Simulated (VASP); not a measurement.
CdSe (wurtzite), at 1.04 of the tabulated volume:

```yaml
crystal:
  lattice:
    - [2.17829, -3.77291, 0.00000]
    - [2.17829, 3.77291, 0.00000]
    - [0.00000, 0.00000, 7.10225]
  atoms:
    - { symbol: Cd, position: [0.66667, 0.33333, 0.50000] }
    - { symbol: Cd, position: [0.33333, 0.66667, 0.00000] }
    - { symbol: Se, position: [0.66667, 0.33333, 0.87600] }
    - { symbol: Se, position: [0.33333, 0.66667, 0.37600] }
```

The lowest empty band near Γ, direction a*, from PBE with spin-orbit coupling in VASP (PAW); its two spin partners are averaged. The gap over the points computed is 0.47 eV, and the next band on that side lies 1.57 eV away at the edge.

Numerical set-up: 400 eV cut-off, 7×7×4 Γ-centred mesh, Gaussian smearing of 0.050 eV, potentials Cd Se.

```json
[
 {"distance from the edge in k (1/Å)": "0.025", "distance in energy (meV)": "39.5"},
 {"distance from the edge in k (1/Å)": "0.035", "distance in energy (meV)": "72.9"},
 {"distance from the edge in k (1/Å)": "0.050", "distance in energy (meV)": "134.5"},
 {"distance from the edge in k (1/Å)": "0.070", "distance in energy (meV)": "229.2"}
]
```

Question: Fit E(1 + αE) = ħ²k²/2m* (ħ²/2m0 = 3.810 eV Å²) and predict the row at 0.095 1/Å.

Answer: Least squares on the energies gives the electron mass m* = 0.056 m0 and α = 2.00 per eV, and so 358.6 meV. The run gave 358.1 meV, -0.5 meV from the fit. So light an electron mass at Γ scales with the gap, and carries this level's error in it.

Left out are points under 3 meV from the edge, since the levels carry 0.1 meV, and points farther than half the way to the next band.

The compound is CdSe in the wurtzite structure. The cell was not relaxed at this level.
